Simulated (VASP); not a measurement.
An input for Quantum ESPRESSO's pw.x (written as the equivalent of a VASP run, and not itself run):

```
&CONTROL
  calculation = 'vc-relax'
  pseudo_dir = './pseudo'
  outdir = './out'
  tprnfor = .true.
  tstress = .true.
  nstep = 30
  forc_conv_thr = 0.00039
/
&SYSTEM
  ibrav = 0
  nat = 2
  ntyp = 1
  ecutwfc = 78
  occupations = 'smearing'
  smearing = 'methfessel-paxton'
  degauss = 0.00735
  input_dft = 'vdw-df-cx'
/
&ELECTRONS
  conv_thr = 7.3e-09
  electron_maxstep = 100
/
&IONS
/
&CELL
  cell_dofree = 'shape'
/
ATOMIC_SPECIES
  Sc 44.956 Sc.upf
CELL_PARAMETERS angstrom
     1.6403537   -2.8411759    0.0000000
     1.6403537    2.8411759    0.0000000
     0.0000000    0.0000000    5.0879146
ATOMIC_POSITIONS crystal
  Sc   0.3333330  0.6666670  0.2500000
  Sc   0.6666670  0.3333330  0.7500000
K_POINTS automatic
  13 13 7 0 0 0
```

Question: Write the VASP files for the same calculation (vdW-DF-cx).

Answer: One answer among several that fit: 
File KPOINTS:
```
Automatic mesh
0
Gamma
13 13 7
```

**POSCAR**
```
Sc
1.0
  1.6403536951  -2.8411758581   0.0000000000
  1.6403536951   2.8411758581   0.0000000000
  0.0000000000   0.0000000000   5.0879145788
Sc
2
Cartesian
  1.6403536951   0.9470605135   1.2719786447
  1.6403536951  -0.9470605135   3.8159359341
```

INCAR:
```
NELM = 100   ! most electronic steps
IBRION = 2   ! conjugate gradients
ISMEAR = 1
EDIFFG = -0.01   ! ionic stop
LASPH = .TRUE.   ! aspherical one-centre terms
ISIF = 4   ! ions and shape, fixed volume
LMAXMIX = 4   ! l cut-off of mixed one-centre charges
LREAL = .FALSE.
LUSE_VDW = .TRUE.
GGA = CX
ALGO = Normal
NSW = 30   ! most ionic steps
LCHARG = .FALSE.
SYSTEM = Sc
ENCUT = 520   ! plane-wave cut-off (eV)
EDIFF = 1E-7
LWAVE = .FALSE.
AGGAC = 0.0
PREC = Accurate
SIGMA = 0.1   ! width (eV)
```

POTCAR, in this order: Sc_sv (PBE.64 set). Program: vasp_std.

What does not carry over: the potentials are each code's own (VASP's PAW set, PseudoDojo norm-conserving files in pw.x), so ENCUT and ecutwfc are chosen apart and not converted; conv_thr bounds pw.x's estimated SCF error, while EDIFF bounds the energy change between steps; forc_conv_thr acts on force components and is met together with etot_conv_thr.

The compound is Sc in the hcp structure. This run relaxes it. Symmetry was kept, so distortions that lower it aren't found.
